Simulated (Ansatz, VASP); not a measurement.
**Ta2Mo in VASP and in Ansatz**

File INCAR:

```
ALGO = Fast
EDIFF = 1E-7
EDIFFG = -0.01
ENCUT = 600
GGA = PE
IBRION = 2
ISIF = 3
ISMEAR = 0
LASPH = T
LCHARG = F
LREAL = F
LWAVE = F
NELM = 100
NSW = 100
PREC = Accurate
SIGMA = 0.1
```

The input KPOINTS:

```
k-points
0
Gamma
  8 8 8
```

POSCAR

```
Ta2Mo
1.0
    0.0000000000      3.8055380194      3.8055380194
    3.8055380194      0.0000000000      3.8055380194
    3.8055380194      3.8055380194      0.0000000000
Ta Mo
4 2
Direct
    0.1250000000      0.1250000000      0.6250000000
    0.1250000000      0.6250000000      0.1250000000
    0.1250000000      0.1250000000      0.1250000000
    0.6250000000      0.1250000000      0.1250000000
    0.7500000000      0.7500000000      0.7500000000
    0.5000000000      0.5000000000      0.5000000000
```

Input for Ansatz:

```yaml
crystal:
  lattice:
    - [0.0, 3.8055380194, 3.8055380194]
    - [3.8055380194, 0.0, 3.8055380194]
    - [3.8055380194, 3.8055380194, 0.0]
  atoms:
    - { symbol: Ta, position: [0.125, 0.125, 0.625] }
    - { symbol: Ta, position: [0.125, 0.625, 0.125] }
    - { symbol: Ta, position: [0.125, 0.125, 0.125] }
    - { symbol: Ta, position: [0.625, 0.125, 0.125] }
    - { symbol: Mo, position: [0.75, 0.75, 0.75] }
    - { symbol: Mo, position: [0.5, 0.5, 0.5] }
basis:
  ecutwfc: 420
kpoints:
  mp_grid: { grid: [8, 8, 8] }
hamiltonian:
  xc: pbe
scf:
  occupations: { method: gaussian, width: 0.1 }
output:
  forces: true
  stress: true
  eigenvalues: true
relax:
  adjacent_minimum: "off"
  f_tol: 0.01
  max_steps: 80
  cell: { stress_tol: 0.05 }
```

Change from the starting cell: species swapped into the Be2Ag type (Fd-3m, No. 227).

Alike in both runs: task relaxation of cell and atoms; functional PBE; k mesh 8 × 8 × 8; occupations gaussian, width 0.1 eV; no spin polarisation.

|  | VASP | Ansatz |
| --- | --- | --- |
| version | VASP 6.6.1 | Ansatz 0.2.0 |
| potentials or method | VASP PAW PBE potentials, release 64 (Ta_pv, Mo_sv) | scalar-relativistic, plane waves, PAW |
| plane-wave cutoff (eV) | 600 | 420 |
| valence electrons in the cell | 72 | 80 |

Ansatz gave:

| Quantity | Value |
| --- | --- |
| gap on the k mesh at the Fermi level, each at its own relaxed structure (eV) | none |
| relaxed volume (Å³/atom) | 18.29 |
| relaxed cell length with the largest relative difference (Å) | 5.374 |

What did VASP give for the same quantities?

gap on the k mesh at the Fermi level, each at its own relaxed structure (eV): none; relaxed volume (Å³/atom): 18.32; relaxed cell length with the largest relative difference (Å): 5.376.

A gap of «none» marks a metal or a gap that the smearing closes. The two sets of potentials don't hold the same shells in valence.

The runs have no spin-orbit coupling, so splittings on Ta are missing.
